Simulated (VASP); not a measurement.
A run of VASP 6.6.1 is set up as follows.

Contents of INCAR:

```
PREC = Accurate
ENCUT = 520
EDIFF = 1E-7
ISMEAR = 0
SIGMA = 0.02
LREAL = F
LASPH = T
NELM = 60
ALGO = Normal
ISIF = 2
LWAVE = F
LCHARG = F
GGA = PE
NBANDS = 14
```

File KPOINTS:

```
regular mesh
0
Gamma
  12 12 12
```

Contents of POSCAR:

```
CaO                                     
1.0
    0.0000000000      2.4153682744      2.4153682744
    2.4153682744      0.0000000000      2.4153682744
    2.4153682744      2.4153682744      0.0000000000
  Ca              O             
     1     1
Direct
     0.0000000000000000    0.0000000000000000    0.0000000000000000
     0.5000000000000000    0.5000000000000000    0.5000000000000000
```

Potentials or basis: VASP PAW PBE potentials, release 64 (Ca_pv, O).

Run with:

```console
$ cat potpaw_PBE.64/Ca_pv/POTCAR potpaw_PBE.64/O/POTCAR > POTCAR
$ mpirun -np 1 vasp_std > vasp.out
```

Task: Predict the pressure.

Result: 0.0 GPa.

Task: Estimate the band gap on the k mesh.

Result: 3.64 eV, indirect (least direct gap 4.03 eV).

A k mesh can miss the band edges.
